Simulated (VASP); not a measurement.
Data:

```xyz
2
Lattice="2.9631 0.0000 0.0000 0.0000 2.9631 0.0000 0.0000 0.0000 2.9631" Properties=species:S:1:pos:R:3 pbc="T T T"
Ti     0.0000     0.0000     0.0000
Co     1.4815     1.4815     1.4815
```

The numbers are results of PBE GGA, VASP's PBE PAW potentials (set 64) (plane waves; VASP), not measurements. Run with 300 eV cut-off, 9×9×9 Γ-centred mesh, Fermi-Dirac smearing of 0.14 eV, potentials Ti_sv Co.

At this cut-off the stress carries a Pulay error, which pulls relaxed volumes low.

**Question.** Give the stress tensor in GPa (positive for a compressed cell).

**Answer.** 
```
1.49  0.00  0.00
0.00  1.49  0.00
0.00  0.00  1.49
```
The pressure is its mean diagonal, 1.49 GPa.

The structure is a typed TiCo crystal (Pm-3m). The cell was not relaxed at this level. The run is not spin-polarised, so no magnetic state was tried. The electron count is odd and the run is not spin-polarised, which forces a metal.
